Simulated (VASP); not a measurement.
Energy against volume of InAs (zinc blende). Method: r2SCAN meta-GGA, VASP's PBE PAW potentials (set 64) (plane waves; VASP). Run with 520 eV cut-off, 8×8×8 Γ-centred mesh, Gaussian smearing of 0.050 eV, potentials In_d As.

```json
[
 {"V (Å³/atom)": "26.797", "E (eV/atom)": "-19.00857"},
 {"V (Å³/atom)": "27.653", "E (eV/atom)": "-19.02448"},
 {"V (Å³/atom)": "28.508", "E (eV/atom)": "-19.02938"},
 {"V (Å³/atom)": "29.363", "E (eV/atom)": "-19.02522"}
]
```

Question: Fit these four points and predict the energy of the run at 30.218 Å³/atom.

Answer: A cubic in V^(−2/3), the third-order Birch-Murnaghan form, passes through the four points with V0 = 28.52 Å³/atom and B0 = 56 GPa, and gives -19.0136 eV/atom there. The run gave -19.0133 eV/atom, +0.3 meV/atom from the fit; all five points give B0 = 57 GPa.

The compound is InAs in the zinc blende structure. It was relaxed first.
